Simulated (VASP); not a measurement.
```yaml
crystal:
  lattice:
    - [1.79027, -3.10085, 0.00000]
    - [1.79027, 3.10085, 0.00000]
    - [0.00000, 0.00000, 5.59588]
  atoms:
    - { symbol: Tb, position: [0.33333, 0.66667, 0.25000] }
    - { symbol: Tb, position: [0.66667, 0.33333, 0.75000] }
```

Level of theory: rev-vdW-DF2, VASP's PBE PAW potentials (set 64) (plane waves; VASP). Numerical set-up: 520 eV cut-off, Gaussian smearing of 0.050 eV, potentials Tb_3.

The 4f electrons are frozen in the core of the lanthanide potential, so 4f levels, which can set the real gap, and their magnetism are missing.

Problem. Give the energies of bands 7 to 12 at the high-symmetry points, in eV from the Fermi level.

Solution. 
```
band      Γ      M      K      A      L      H
----  -----  -----  -----  -----  -----  -----
7     -4.99  -1.86  -1.05  -3.36  -1.97  -0.62
8     -2.21  -1.53  -0.65  -3.36  -1.97  -0.62
9      1.59  -1.05  -0.65   0.97  -0.04  -0.40
10     1.72   0.25  -0.34   0.97  -0.04  -0.40
11     1.72   1.39   1.16   1.62   1.90   0.66
12     2.12   1.64   1.16   1.62   1.90   0.66
```

It has no gap at this level: it comes out as a metal or semimetal.

The compound is Tb in the hcp structure. It was relaxed first.
